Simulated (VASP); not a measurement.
A run of VASP 6.6.1:

The input POSCAR:

```
Rh
1.0
    0.0000000000      1.9029860900      1.9029860900
    1.9029860900      0.0000000000      1.9029860900
    1.9029860900      1.9029860900      0.0000000000
Rh
1
Direct
    0.0000000000      0.0000000000      0.0000000000
```

File INCAR.step1:

```
PREC = Accurate ; ENCUT = 600
EDIFF = 1E-8 ; ISMEAR = 0
SIGMA = 0.1 ; LREAL = False
LASPH = True ; NELM = 60
ALGO = Normal ; ISIF = 3
LWAVE = False ; LCHARG = False
GGA = PS ; IBRION = 2
NSW = 40 ; EDIFFG = -0.002
```

File INCAR.step2:

```
PREC = Accurate ; ENCUT = 600
EDIFF = 1E-8 ; ISMEAR = 0
SIGMA = 0.1 ; LREAL = False
LASPH = True ; NELM = 60
ALGO = Normal ; ISIF = 3
LWAVE = False ; LCHARG = False
GGA = PS ; IBRION = 6
NFREE = 2 ; POTIM = 0.015
NSW = 1
```

KPOINTS

```
Automatic mesh
0
Gamma
  18 18 18
```

Potentials or basis: VASP PAW PBE potentials, release 64 (Rh_pv).

Command:

```sh
$ cat potpaw_PBE.64/Rh_pv/POTCAR > POTCAR
$ cp INCAR.step1 INCAR
$ mpirun -np 1 vasp_std > vasp.out
$ cp CONTCAR POSCAR
$ cp INCAR.step2 INCAR
$ mpirun -np 1 vasp_std > vasp.out
```

Hardware: 1 thread of Intel(R) Xeon(R) 6975P-C (Granite Rapids), on a shared host.

Problem. Estimate the wall time of this run.

Solution. Run time: 8.5 min on 1 thread of Intel(R) Xeon(R) 6975P-C (Granite Rapids), on a shared host, peak memory 0.6 GiB. Counts: scf iterations 147, k points 195, ion steps 4.
